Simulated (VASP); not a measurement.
Given:

```
Si
1.0
    0.00000     2.71550     2.71550
    2.71550     0.00000     2.71550
    2.71550     2.71550     0.00000
Si
2
Direct
  0.00000   0.00000   0.00000
  0.25000   0.25000   0.25000
```

Calculation: G0W0 on PBE orbitals, VASP's PBE PAW potentials (set 64) (plane waves; VASP). Numerical set-up: PREC = Normal, 350 eV cut-off, 4×4×4 Γ-centred mesh, Gaussian smearing of 0.010 eV, potentials Si_GW.

The mesh is coarse and the basis finite, so the quasiparticle values are not converged.

NBANDS = 100, ENCUTGW = 150 eV, NOMEGA = 64. The PBE levels (eV) that the step starts from are:

| state | KS energy | filling |
|---|---|---|
| k1 (0.00, 0.00, 0.00), band 1 | -6.46 | 2 |
| k1 (0.00, 0.00, 0.00), band 2 | 5.51 | 2 |
| k1 (0.00, 0.00, 0.00), band 3 | 5.51 | 2 |
| k1 (0.00, 0.00, 0.00), band 4 | 5.51 | 2 |
| k1 (0.00, 0.00, 0.00), band 5 | 8.05 | 0 |
| k1 (0.00, 0.00, 0.00), band 6 | 8.05 | 0 |
| k1 (0.00, 0.00, 0.00), band 7 | 8.05 | 0 |
| k1 (0.00, 0.00, 0.00), band 8 | 8.87 | 0 |
| k2 (0.25, 0.00, 0.00), band 1 | -5.66 | 2 |
| k2 (0.25, 0.00, 0.00), band 2 | 1.57 | 2 |
| k2 (0.25, 0.00, 0.00), band 3 | 4.74 | 2 |
| k2 (0.25, 0.00, 0.00), band 4 | 4.74 | 2 |
| k2 (0.25, 0.00, 0.00), band 5 | 7.52 | 0 |
| k2 (0.25, 0.00, 0.00), band 6 | 8.99 | 0 |
| k2 (0.25, 0.00, 0.00), band 7 | 8.99 | 0 |
| k2 (0.25, 0.00, 0.00), band 8 | 12.42 | 0 |
| k6 (-0.25, 0.25, 0.00), band 1 | -4.42 | 2 |
| k6 (-0.25, 0.25, 0.00), band 2 | 0.02 | 2 |
| k6 (-0.25, 0.25, 0.00), band 3 | 1.74 | 2 |
| k6 (-0.25, 0.25, 0.00), band 4 | 4.17 | 2 |
| k6 (-0.25, 0.25, 0.00), band 5 | 7.94 | 0 |
| k6 (-0.25, 0.25, 0.00), band 6 | 10.28 | 0 |
| k6 (-0.25, 0.25, 0.00), band 7 | 10.64 | 0 |
| k6 (-0.25, 0.25, 0.00), band 8 | 11.64 | 0 |

Task: Give the quasiparticle energies and renormalisation factors Z.

Result: 
```
state                           QP energy (eV)     Z
------------------------------  --------------  ----
k1 (0.00, 0.00, 0.00), band 1            -6.87  0.69
k1 (0.00, 0.00, 0.00), band 2             5.05  0.76
k1 (0.00, 0.00, 0.00), band 3             5.05  0.76
k1 (0.00, 0.00, 0.00), band 4             5.05  0.76
k1 (0.00, 0.00, 0.00), band 5             8.20  0.76
k1 (0.00, 0.00, 0.00), band 6             8.20  0.76
k1 (0.00, 0.00, 0.00), band 7             8.20  0.76
k1 (0.00, 0.00, 0.00), band 8             9.14  0.75
k2 (0.25, 0.00, 0.00), band 1            -6.06  0.66
k2 (0.25, 0.00, 0.00), band 2             1.10  0.72
k2 (0.25, 0.00, 0.00), band 3             4.28  0.75
k2 (0.25, 0.00, 0.00), band 4             4.28  0.75
k2 (0.25, 0.00, 0.00), band 5             7.65  0.76
k2 (0.25, 0.00, 0.00), band 6             9.14  0.75
k2 (0.25, 0.00, 0.00), band 7             9.14  0.75
k2 (0.25, 0.00, 0.00), band 8            12.56  0.73
k6 (-0.25, 0.25, 0.00), band 1           -4.84  0.69
k6 (-0.25, 0.25, 0.00), band 2           -0.43  0.71
k6 (-0.25, 0.25, 0.00), band 3            1.24  0.74
k6 (-0.25, 0.25, 0.00), band 4            3.70  0.75
k6 (-0.25, 0.25, 0.00), band 5            8.04  0.76
k6 (-0.25, 0.25, 0.00), band 6           10.44  0.74
k6 (-0.25, 0.25, 0.00), band 7           10.70  0.75
k6 (-0.25, 0.25, 0.00), band 8           11.75  0.74
```
On the mesh the gap opens from 0.69 to 1.14 eV.

The compound is Si in the diamond structure. The cell was not relaxed at this level. The k-mesh is coarse (spacing up to 0.50 per Å, 2π included), so the numbers may not be converged in it.
